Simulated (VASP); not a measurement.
A run of VASP 6.6.1 is set up as follows.

File INCAR:

```
SYSTEM = Cl
ALGO = Normal
EDIFF = 1E-7
EDIFFG = -0.005
ENCUT = 400
GGA = PS
IBRION = 2
ISIF = 2
ISMEAR = 0
ISYM = 0
LASPH = .TRUE.
LCHARG = .FALSE.
LREAL = .FALSE.
LWAVE = .FALSE.
NELM = 80
NSW = 90
PREC = Accurate
SIGMA = 0.02
```

File KPOINTS:

```
k-points
0
G
  1 1 1
  0 0 0
```

Contents of POSCAR:

```
Cl
1.0
   10.0000000000      0.0000000000      0.0000000000
    0.0000000000     10.5000000000      0.0000000000
    0.0000000000      0.0000000000     11.0000000000
Cl
2
Direct
    0.5000000000      0.5000000000      0.4095454500
    0.5000000000      0.5000000000      0.5904545500
```

Potentials or basis: VASP PAW PBE potentials, release 64 (Cl).

The run is started by

```sh
$ cat potpaw_PBE.64/Cl/POTCAR > POTCAR
$ mpirun -np 1 vasp_std > vasp.out
```

Task: What does it give for the gap between the frontier levels?

Result: 3.12 eV.

Task: Estimate the energy gained by relaxing.

Result: 0.5 meV/atom.

Final structure:
```
Cl
1.0
    10.00000    0.00000    0.00000
     0.00000   10.50000    0.00000
     0.00000    0.00000   11.00000
Cl
2
Cartesian
  5.0000 5.2500 4.5100
  5.0000 5.2500 6.4900
```

 A hybrid or GW would open this gap; PBEsol tends to underestimate it.
